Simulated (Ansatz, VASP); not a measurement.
# Be48H95 (V_H1): VASP beside Ansatz

Aim: how closely do two programs agree when they are given the same cell, functional and k mesh? The cell is taken from a series of runs on this material, whose earlier steps may have relaxed, scaled, displaced or heated it; both programs get it as it stands.

Program: Ansatz 0.2.0. Level of theory: plane waves, with VASP 6.6.1 beside it; single point at PBEsol. Results are calculated unless marked as measured.

### 1. The starting structure

The cell holds 143 atoms: 48 Be and 95 H. Its edges and angles: a = 12.225 Å, b = 12.225 Å, c = 12.225 Å, α = 141.9°, β = 88.5°, γ = 103.9°. It derives from BeH2 (BeH2 (Ibam)). Nearest the centre at fractional (0.622, 0.447, 0.415): Be27 at 1.65 Å, Be25 at 1.69 Å, H121 at 2.12 Å, H114 at 2.19 Å, H102 at 2.34 Å, H52 at 2.36 Å, H107 at 2.37 Å, H137 at 2.47 Å. The cell carries charge +1.

### 2. VASP: single point, PBEsol

A single point gives forces, pressure and levels at one fixed geometry, so differences don't come from the geometry; what else differs is listed under the comparison.

Lines of VASP's logs that name or quote its potential files are left out, and so is its time.

INCAR reads:

```
SYSTEM = Be48H95
PREC = Accurate
ENCUT = 520
EDIFF = 1E-06
NELM = 120
ISMEAR = -1
SIGMA = 0.01
LREAL = Auto
ALGO = Normal
GGA = PS
NELECT = 190
NBANDS = 195
LORBIT = 11
LWAVE = .FALSE.
LCHARG = .FALSE.
ISIF = 2
LASPH = .TRUE.
GGA_COMPAT = .FALSE.
EFERMI = MIDGAP
```

POSCAR reads:

```
Be48H95
1.0
   -3.9933261508      8.7573595481      7.5377721599
    3.9933261508     -8.7573595481      7.5377721599
    3.9933261508      8.7573595481     -7.5377721599
Be H
48 95
Direct
    0.1257082889      0.3753515150      0.2502649180
    0.3768452661      0.1235802276      0.2503629123
[... 1 atom line left out ...]
    0.3349303986      0.4421043900      0.2760113919
[... 1 atom line left out ...]
    0.4176872309      0.1931835454      0.1087065570
[... 17 atom lines left out ...]
    0.4155389579      0.6911113297      0.6074034991
    0.6227975389      0.3641523233      0.2213447366
[... 1 atom line left out ...]
    0.5819169336      0.2855529072      0.3860484549
    0.8329938475      0.4420005808      0.2774203481
    0.6674542288      0.0554496958      0.2180294714
[... 11 atom lines left out ...]
    0.6668247656      0.5663642866      0.2308645893
[... 1 atom line left out ...]
    0.6254620828      0.8730941453      0.7488510347
    0.8763233020      0.6272199876      0.7526116503
    0.5841746420      0.8062384058      0.8893674417
    0.8344044682      0.9417997900      0.7763898769
    0.6675668082      0.5589690812      0.7210646223
    0.9160753718      0.6924931273      0.6087601781
    0.2844919700      0.1966251259      0.3242559226
[... 1 atom line left out ...]
    0.3866209168      0.0578774549      0.0902916083
    0.4711237851      0.2863451793      0.4164690787
[... 3 atom lines left out ...]
    0.4124782971      0.3718837135      0.2792570698
[... 8 atom lines left out ...]
    0.3357385308      0.1140098706      0.9610913652
[... 11 atom lines left out ...]
    0.3421770011      0.6198791021      0.4597651098
[... 5 atom lines left out ...]
    0.3699927664      0.9534893227      0.1731041262
[... 3 atom lines left out ...]
    0.3778784260      0.5515763594      0.5835095284
[... 9 atom lines left out ...]
    0.7830845234      0.1920910141      0.3239770248
    0.6227209295      0.0455641812      0.3219618005
[... 3 atom lines left out ...]
    0.5973953350      0.1366403750      0.2211724171
    0.6567496250      0.3827679216      0.0453204390
    0.9075385247      0.3678325544      0.2778430012
    0.5290547573      0.2029261832      0.0697029405
    0.8693619294      0.4573627693      0.1764417956
    0.7171249856      0.3022190559      0.1786082268
[... 6 atom lines left out ...]
    0.6716919586      0.3948492148      0.5381264584
[... 5 atom lines left out ...]
    0.7831402687      0.6999359765      0.3274742971
    0.6305597694      0.5443942681      0.3277551216
[... 2 atom lines left out ...]
    0.8393305717      0.6182855258      0.4612902278
[... 7 atom lines left out ...]
    0.7831777766      0.6986069238      0.8279523740
    0.6257845448      0.5365160499      0.8152253306
    0.8806301888      0.5559695212      0.5886282251
[... 2 atom lines left out ...]
    0.5929184732      0.6314739066      0.7178764235
    0.6602213220      0.8821366327      0.5388337378
    0.9100693430      0.8702779063      0.7792541187
    0.5318737964      0.7058079179      0.5856945721
    0.6220180586      0.9465923348      0.9144785908
    0.8707007431      0.9571457394      0.6754095770
    0.7186327912      0.8021539953      0.6749146928
```

KPOINTS reads:

```
Automatic mesh
0
Gamma
1 1 1
0 0 0
```

Potentials, in the order of the species: Be and H (PBE family, release 64).

Command:

```sh
$ export OMP_NUM_THREADS=3
$ mpirun -np 1 vasp_gam
```

Numbers of over 12 decimals in the logs are rounded to 6 here.

Log:

```text
[banner, memory and clock lines left out]
running    1 mpi-ranks, on    1 nodes
[...]
Offloading initialized ...    1 GPUs detected
[...]
|                                                                             |
|               ----> ADVICE to this user running VASP <----                  |
|                                                                             |
|     You enforced a specific xc type in the INCAR file but a different       |
|     [... a line on the potential file left out ...]
|     I HOPE YOU KNOW WHAT YOU ARE DOING!                                     |
|                                                                             |

 LDA part: xc-table for (Slater+PW92), standard interpolation
 POSCAR, INCAR and KPOINTS ok, starting setup
[...]
entering main loop
       N       E                     dE             d eps       ncg     rms          rms(c)
DAV:   1     0.632065832060E+03    0.63207E+03   -0.78353E+04   390   0.851E+02
DAV:   2    -0.391451526121E+03   -0.10235E+04   -0.83134E+03   580   0.179E+02
DAV:   3    -0.530722838089E+03   -0.13927E+03   -0.13656E+03   492   0.561E+01
DAV:   4    -0.533562744490E+03   -0.28399E+01   -0.28334E+01   492   0.854E+00
DAV:   5    -0.533576787910E+03   -0.14043E-01   -0.14039E-01   508   0.695E-01BRMIX: very serious problems
 the old and the new charge density differ
 old charge density:   191.00000 new  190.00000
    0.302E+01
DAV:   6    -0.514991545808E+03    0.18585E+02   -0.63121E+00   452   0.387E+00    0.170E+01
DAV:   7    -0.506425532165E+03    0.85660E+01   -0.13028E+01   476   0.595E+00    0.188E+00
DAV:   8    -0.506612181175E+03   -0.18665E+00   -0.11221E+00   468   0.174E+00    0.787E-01
DAV:   9    -0.506607333056E+03    0.48481E-02   -0.78624E-02   500   0.473E-01    0.381E-01
[...]
DAV:  13    -0.506609306194E+03    0.37025E-05   -0.72817E-05   508   0.266E-02    0.785E-03
DAV:  14    -0.506609315145E+03   -0.89505E-05   -0.85926E-05   476   0.147E-02    0.521E-03
DAV:  15    -0.506609315251E+03   -0.10674E-06   -0.13172E-06   412   0.384E-03
   1 F= -.50660932E+03 E0= -.50660932E+03  d E =0.000000E+00
```

OUTCAR, selected parts (step 2):

```text
  FREE ENERGIE OF THE ION-ELECTRON SYSTEM (eV)
  ---------------------------------------------------
  free  energy   TOTEN  =      -506.6093152515 eV

  energy  without entropy=     -506.6093152515  energy(sigma->0) =     -506.60931525
```

The run ends at a pressure of 0.47 GPa, with forces up to 1.6 eV/Å.

### 3. Ansatz: single point, PBEsol

Ansatz runs on its default PAW (the set named soft_2) files.

The same cell, functional, mesh and smearing now go to Ansatz.

input.yaml reads:

```yaml
crystal:
  lattice:
    - [-3.99332615, 8.75735955, 7.53777216]
    - [3.99332615, -8.75735955, 7.53777216]
    - [3.99332615, 8.75735955, -7.53777216]
  atoms:
    - { symbol: Be, position: [0.12570828888, 0.37535151502, 0.25026491797] }
    - { symbol: Be, position: [0.3768452661, 0.12358022757, 0.25036291232] }
[... 1 atom line left out ...]
    - { symbol: Be, position: [0.33493039861, 0.44210439003, 0.27601139185] }
[... 1 atom line left out ...]
    - { symbol: Be, position: [0.41768723086, 0.19318354536, 0.10870655699] }
[... 17 atom lines left out ...]
    - { symbol: Be, position: [0.41493362286, 0.19066029609, 0.60752217697] }
    - { symbol: H, position: [0.28142503981, 0.19671299813, 0.82559857805] }
[... 1 atom line left out ...]
    - { symbol: H, position: [0.37846472321, 0.05355337769, 0.58667054748] }
    - { symbol: H, position: [0.46744520031, 0.29387588766, 0.91494303363] }
    - { symbol: H, position: [0.33573853081, 0.11400987059, 0.96109136517] }
[... 11 atom lines left out ...]
    - { symbol: Be, position: [0.16587100331, 0.55786927397, 0.22361017608] }
[... 1 atom line left out ...]
    - { symbol: H, position: [0.28181349796, 0.69624559403, 0.32422749905] }
    - { symbol: H, position: [0.12905550473, 0.54278825502, 0.32455243778] }
    - { symbol: H, position: [0.37966543277, 0.55398696621, 0.08605273123] }
    - { symbol: H, position: [0.46779193665, 0.79382223647, 0.41513758365] }
    - { symbol: H, position: [0.34217700114, 0.61987910207, 0.45976510983] }
    - { symbol: H, position: [0.09059423867, 0.63063061399, 0.22174494927] }
    - { symbol: H, position: [0.16165380065, 0.88263212148, 0.04008104548] }
[... 1 atom line left out ...]
    - { symbol: H, position: [0.03024214695, 0.70941534596, 0.08620109219] }
    - { symbol: H, position: [0.11994845307, 0.94556294172, 0.41350807604] }
[... 3 atom lines left out ...]
    - { symbol: Be, position: [0.37465963509, 0.62300924386, 0.74793516466] }
[... 8 atom lines left out ...]
    - { symbol: H, position: [0.33996240558, 0.61788482871, 0.95924837181] }
[... 11 atom lines left out ...]
    - { symbol: Be, position: [0.66745422879, 0.05544969584, 0.21802947141] }
[... 5 atom lines left out ...]
    - { symbol: H, position: [0.84065900942, 0.12091166787, 0.46167047949] }
[... 3 atom lines left out ...]
    - { symbol: H, position: [0.52905475731, 0.20292618322, 0.0697029405] }
[... 9 atom lines left out ...]
    - { symbol: H, position: [0.62894526272, 0.04034111291, 0.82257401356] }
    - { symbol: H, position: [0.87873113264, 0.05516694442, 0.58704141427] }
[... 3 atom lines left out ...]
    - { symbol: H, position: [0.67169195856, 0.39484921485, 0.53812645843] }
    - { symbol: H, position: [0.9090216052, 0.37015240084, 0.77970073228] }
    - { symbol: H, position: [0.53137246314, 0.2056115083, 0.58574548131] }
    - { symbol: H, position: [0.62247574744, 0.44578127597, 0.91430243831] }
    - { symbol: H, position: [0.8719861942, 0.45896135489, 0.67742762953] }
    - { symbol: H, position: [0.71809925888, 0.30352404346, 0.67442709249] }
[... 6 atom lines left out ...]
    - { symbol: H, position: [0.7831402687, 0.69993597653, 0.32747429706] }
[... 5 atom lines left out ...]
    - { symbol: H, position: [0.65797843248, 0.87552139535, 0.03576705876] }
    - { symbol: H, position: [0.90478365619, 0.86670483546, 0.27857412731] }
[... 2 atom lines left out ...]
    - { symbol: H, position: [0.87537236177, 0.95857350469, 0.17755395904] }
[... 7 atom lines left out ...]
    - { symbol: H, position: [0.78317777661, 0.69860692382, 0.82795237397] }
    - { symbol: H, position: [0.62578454482, 0.53651604993, 0.81522533061] }
    - { symbol: H, position: [0.88063018884, 0.55596952122, 0.58862822515] }
[... 2 atom lines left out ...]
    - { symbol: H, position: [0.59291847323, 0.63147390661, 0.71787642352] }
    - { symbol: H, position: [0.660221322, 0.88213663269, 0.53883373781] }
    - { symbol: H, position: [0.91006934296, 0.87027790626, 0.77925411865] }
    - { symbol: H, position: [0.5318737964, 0.70580791793, 0.58569457211] }
    - { symbol: H, position: [0.62201805863, 0.94659233482, 0.9144785908] }
    - { symbol: H, position: [0.87070074312, 0.95714573938, 0.67540957703] }
    - { symbol: H, position: [0.71863279121, 0.80215399529, 0.67491469277] }
  host:
    repeats: [2, 2, 2]
    atoms:
      - { symbol: Be, position: [0.25, 0.75, 0.5] }
      - { symbol: Be, position: [0.75, 0.25, 0.5] }
      # ... 16 more atoms of the perfect host
total_charge: 1
basis:
  ecutwfc: 420
  xc_grid: 2
hamiltonian:
  xc: pbesol
kpoints:
  mp_grid: { grid: [1, 1, 1] }
scf:
  occupations: { method: fermi_dirac, width: 0.01 }
  max_iter: 100
output:
  forces: true
  charged_corrections:
    epsilon: [3.63, 3.74, 3.59]
    static_epsilon: [4.37, 5.16, 5.26]
    defect_position: [0.621773, 0.447316, 0.415093]
checkpoint:
  read: "../qp1.relax_smeared.run"
  write: "../cc1.qp1.l0.25.run"
  compress: false
  write_wavefunctions: false
  write_every: 100000
```

Command:

```sh
$ ansatz run input.yaml --threads 4 --pin off --max-ram 7536MiB --backend cpu --events-out ev --progress --plain --runs-dir out
```

Log:

```text
Warning: checkpoint.read: the run can stay near the saved state's solution: 143 site(s) moved relative to the saved geometry (max |Δs| = 5.794e-2 fractional); the SCF starts from the saved state under `checkpoint.density_extrapolation: transplant`, in force with no word given; its orbitals are not used off its sites. A run without `checkpoint.read` takes nothing of the state. A lower free energy from it at the same positions (and U, V and field ramp, if any) shows a solution that this start missed, and an equal or higher one rules none out (checkpoint.read, Limitations, in the input reference)
Engine: ansatz 0.2.0, x86_64-unknown-linux-gnu
Pseudopotentials: kind: paw
Pseudopotential: Be, paw, valence charge 2, recommended cutoff 420 eV (normal), Be.paw.azcp
Pseudopotential: H, paw, valence charge 1, recommended cutoff 420 eV (normal), H.paw.azcp
Functional definition: PBEsol
  exchange = pbesol_x
  correlation = pbesol_c
Crystal: 143 atoms, lattice volume = 1054.414 Å³
Basis set: ecut = 420 eV, 20653 PW (Γ), exchange–correlation on 180×180×180 points (8 copies of the dense FFT grid, shifted against one another)
Bands: 238, of which v1, the nominal top of the filled ones, is band 95 counted from 1 (94 counted from 0)
Symmetry: 1 space group operations
Space group: P1 (ITA 1), of the structure as read, at distance tolerance 1.0e-4 Å
k-points: 1
Non-local potential: Be, projectors of the file, l = 0: 2, l = 1: 2, l = 2: 1
Non-local potential: H, projectors of the file, l = 0: 2, l = 1: 1
PAW form: soft (Blöchl's): semilocal exchange-correlation on the pseudo side does not see the compensation charge
PAW frozen core: Be, regenerated for the run's functional, and the local potential with it (the file was generated under x = pbe(κ = 0.804, μ = 0.219515), c = pbe(β = 0.066725))
PAW one-centre angular grid: Be, 110 points (default); XC on 64 Gauss nodes
PAW one-centre angular grid: H, 110 points (default); XC on 64 Gauss nodes
Initial density: read from a saved state, or passed on in memory by an earlier SCF of this step, an earlier step, the calling program or the single point that the run made first, carried with its atoms to this geometry
Initial wavefunctions: pseudopotential atomic-orbital guess
Functional: x = pbesol(κ = 0.804, μ = 0.123457), c = pbesol(β = 0.046)
iter 1 solved again at ethr=1.27e-3 eV; its pass at ethr=3.10e-3 eV (dr2=2.42e0 eV) is discarded
SCF iter   1: F=—  HF=-5826.439683 eV  |F-HF|=—  |Δ(HF+E_count)|=         —  Δρ=1.67e-2  dr2=2.43e0  ethr=1.27e-3  ⟨swp⟩=8.0  Hψ=2077  notcnv=0
preconditioner: auto → Resta (q_TF=auto, 2.050 Å⁻¹)  ε∞=2.7  [insulator: Δε(μ)=2.718 eV  Ē_g=11.975 eV  σ=0.010 eV  W_gap=1.00  n_scr=150 (ndim 8)  ℏωp=15.8 eV  f_vac=0.001  D(μ)=0.00/eV (n_scr^D=0)  ε∞_Penn≈2.7]
SCF iter   2: F=—  HF=-5825.971063 eV  |F-HF|=—  |Δ(HF+E_count)|=   4.69e-1  Δρ=8.64e-3  dr2=6.28e-1  ethr=1.27e-3  ⟨swp⟩=2.0  Hψ=277  notcnv=0  defer=15
SCF iter   3: F=—  HF=-5825.855381 eV  |F-HF|=—  |Δ(HF+E_count)|=   1.16e-1  Δρ=6.15e-4  dr2=5.78e-3  ethr=3.31e-4  ⟨swp⟩=4.0  Hψ=210  notcnv=0  defer=7
automatic band count: iteration 3 solves 110 bands in place of 238: the levels show a gap, and the empty bands left out lie too high to hold charge; the band table lists the bands solved (type scf.n_extra_bands for more)
SCF iter   4: F=—  HF=-5825.856822 eV  |F-HF|=—  |Δ(HF+E_count)|=   1.44e-3  Δρ=1.56e-4  dr2=3.83e-4  ethr=3.04e-6  ⟨swp⟩=3.0  Hψ=210  notcnv=0  defer=8
SCF iter   5: F=—  HF=-5825.857108 eV  |F-HF|=—  |Δ(HF+E_count)|=   2.86e-4  Δρ=2.93e-5  dr2=1.85e-5  ethr=2.02e-7  ⟨swp⟩=2.0  Hψ=198  notcnv=0  defer=8
SCF iter   6: F=—  HF=-5825.857063 eV  |F-HF|=—  |Δ(HF+E_count)|=   4.51e-5  Δρ=7.20e-6  dr2=8.73e-7  ethr=9.72e-9  ⟨swp⟩=2.0  Hψ=201  notcnv=0  defer=8
SCF iter   7: F=-5825.857065 eV  HF=-5825.857065 eV  |F-HF|=4.98e-8  |Δ(HF+E_count)|=   1.24e-6  Δρ=1.59e-6  dr2=4.63e-8  ethr=5.26e-11  ⟨swp⟩=16.0  Hψ=528  notcnv=0
SCF 1 converged in 7 iterations: F = -5825.857065 eV  dr2 = 4.63e-8
  greatest PAW one-centre occupation: 0.387 electrons in one spin orbital (limit 2), on the Be atom at site 74 (counted from 0), in its partial waves of l = 0
SCF converged after 7 iterations
Free energy (F): -5825.857065 eV
Harris-Foulkes:  -5825.857065 eV  (|F-HF|=4.98e-8)
Internal energy: -5825.857065 eV  (E = F + TS)
E sigma→0 (E₀):  -5825.857065 eV
Fermi energy:    0.342238 eV
--- Per-component energies (eV) ---
  E_band       = -662.765957
  E_kinetic    = 2262.909115
  E_local      = -2074.070900  (includes V_loc(G=0)·N_el)
  E_nonlocal   = 368.759135
  E_hartree    = 480.249540
  E_xc         = -1750.945226
  E_vxc        = -2052.107443  (∫ρ·V_xc dr)
  E_paw        = -2796.705766  (= ΣΔE_a)
  E_vpaw       = -128.629936  (= ΣTr[D̂ρ^β])
  E_aug_tail   = -0.124021  (compensation charges beyond the density's cutoff)
  E_ewald      = -2316.386444
  E_core_change = 0.457504  (= ΣΔE_core)
[...]
atom  11  H     -0.00786140    -0.02399930     0.03227193
  atom  12  H     -0.01251270    -0.00098542     0.01312489
  atom  13  H      0.00484292     0.01876598    -0.00467313
  atom  14  H     -0.09845478     0.25778267     0.05568282
  atom  15  H     -0.00368694    -0.02251254    -0.01922332
  atom  16  H      0.00026691    -0.00502094     0.00695439
  atom  17  H     -0.02957775     0.05768634    -0.03027509
  atom  18  H     -0.03540374     0.05692157     0.03427736
  atom  19  Be     0.00286245     0.00440453    -0.01722907
  atom  20  Be     0.00677674    -0.06417014     0.00845512
  atom  21  Be    -0.00252829    -0.00008525     0.02384134
  atom  22  Be     0.00741318     0.01022963    -0.07534915
  atom  23  Be     0.00212703    -0.03939176     0.00825316
  atom  24  Be     0.02260852     0.01171555    -0.03920710
  atom  25  H      0.00454695     0.02891120     0.01286356
  atom  26  H      0.00035820     0.02590923    -0.02230841
  atom  27  H     -0.01297936     0.00956607     0.00124495
  atom  28  H      0.01035413     0.02486179     0.00657095
  atom  29  H      0.18328004     0.14864180     0.05415581
  atom  30  H     -0.00933443     0.00502854    -0.00539420
  atom  31  H     -0.00949380     0.00263180     0.01071395
  atom  32  H     -0.00586247     0.00761363     0.01554700
  atom  33  H     -0.00717548    -0.00664583    -0.00238415
  atom  34  H      0.00720976    -0.00072708     0.00196182
[...]
atom 136  H     -0.00421160    -0.03042078    -0.00357725
  atom 137  H     -0.09263430    -0.04582728     0.03146603
  atom 138  H     -0.01584413     0.03350152    -0.01788605
  atom 139  H     -0.01044960    -0.01911088    -0.02686443
  atom 140  H     -0.03533666     0.02866453     0.01769772
  atom 141  H      0.02228406     0.02616569    -0.01016615
  atom 142  H     -0.02146074     0.01730994    -0.05150288
  atom 143  H     -0.02301174    -0.01868960    -0.06511213
  max |Σ_I F_I| component: 1.71e-5 eV/Å
--- Charged-cell corrections in eV (Makov–Payne, q = +1.000 e, ε = [3.630, 3.740, 3.590] of the electrons, [4.370, 5.160, 5.260] with the ions) ---
  F (periodic)     = -5825.857065  (uncorrected; the corrections below are reported, never added to it)
  E_corr1          = +0.526012  (monopole, q²α_M/2ε̄L, of the cell on which ε is isotropic)
  F Makov-Payne    = n/a  (the rows are of the electrons' constant alone; ansatz place-levels tells what screens the charge)
  no potential alignment in this run, which stands beside a crystal: run the host's input off ansatz write-host-input, and read the two finished runs by ansatz place-levels (neither reads a slab, a wire or a sheet, whose cell leaves a vacuum)
--- Band table (eV) ---
  k-point 0: bands = [... 91 lower, -1.0110, -0.9944, -0.9894, -0.8773, 1.5617, 3.9180, 4.1648, 4.3375, ... 11 higher]
```

### 4. Comparison

Known differences besides the potentials themselves: the cutoff is 420 eV in Ansatz and 520 eV in VASP (PREC = Accurate, projectors in real space); Ansatz makes its cores anew for this functional, VASP keeps those of its PBE data sets. Total energies have different zeros and are not compared.

Both answers:

```tsv
quantity	Ansatz	VASP	difference
gap on the k mesh (eV)	2.439	2.441	-0.002
```

Forces on 10 of the 143 atoms, those with the largest forces and the largest differences (eV/Å; atoms numbered as in POSCAR):

```tsv
atom	Ansatz x, y, z	VASP x, y, z
Be6	-0.041, -0.372, -0.275	-0.040, -0.370, -0.275
Be25	-0.390, -0.772, 1.112	-0.385, -0.769, 1.108
Be27	0.632, 0.817, -1.218	0.634, 0.813, -1.215
Be28	0.085, 0.254, 0.371	0.085, 0.253, 0.371
Be29	-0.261, 0.532, -0.032	-0.264, 0.532, -0.031
Be41	-0.028, -0.259, 0.381	-0.027, -0.259, 0.382
H52	0.173, -0.113, 0.161	0.186, -0.112, 0.158
H102	-0.513, -0.451, 0.406	-0.520, -0.460, 0.409
H121	0.173, 0.080, -0.161	0.186, 0.081, -0.165
H128	-0.005, 0.012, 0.030	-0.018, 0.011, 0.033
```

The forces differ by 5.6 meV/Å r.m.s., which is 4.1 % of the r.m.s. force of 0.136 eV/Å (both taken over all components). A gap on the mesh is an upper bound, since the band edges may lie between its points. The cell carries a charge of +1 e against a uniform background, so its pressure also hangs on how the neutralising background is counted, and in a defect's cell a gap may be the spacing between its levels.

### 5. Results

* r.m.s. force difference (single point, PBEsol): 5.6 meV/Å

In words: The r.m.s. force difference is 5.6 meV/Å (single point, PBEsol), within the 12 meV/Å picked in this series as the mark of a large difference. How closely two codes agree says nothing of how well the functional describes the real material.

[Lines on the potential files, build, host, timing and source positions are cut from VASP's logs without a mark.]

[Logs are printed without paths, hosts, clocks, repeated set-up lines and the standing remarks that a program may print on its own settings, such as how far it seeks lower states.]

[Hosts, paths, dates, database ids (printed as entryN), source tags and the programs' standing remarks are cut or masked in the printed files.]
